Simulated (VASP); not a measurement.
```yaml
crystal:
  lattice:
    - [0.00000, 2.71064, 2.71064]
    - [2.71064, 0.00000, 2.71064]
    - [2.71064, 2.71064, 0.00000]
  atoms:
    - { symbol: Ga, position: [0.00000, 0.00000, 0.00000] }
    - { symbol: P, position: [0.25000, 0.25000, 0.25000] }
```

Computed with rev-vdW-DF2, VASP's PBE PAW potentials (set 64) (plane waves; VASP). Run with 520 eV cut-off, 8×8×8 Γ-centred mesh, Gaussian smearing of 0.050 eV, potentials Ga_d P.

### Question
Give the stress tensor in GPa (positive for a compressed cell).

### Answer

```
2.59  0.00  0.00
0.00  2.59  0.00
0.00  0.00  2.59
```
The pressure is its mean diagonal, 2.59 GPa.

The compound is GaP in the zinc blende structure. This cell is one point of a volume scan, at 0.97 of the reference volume.
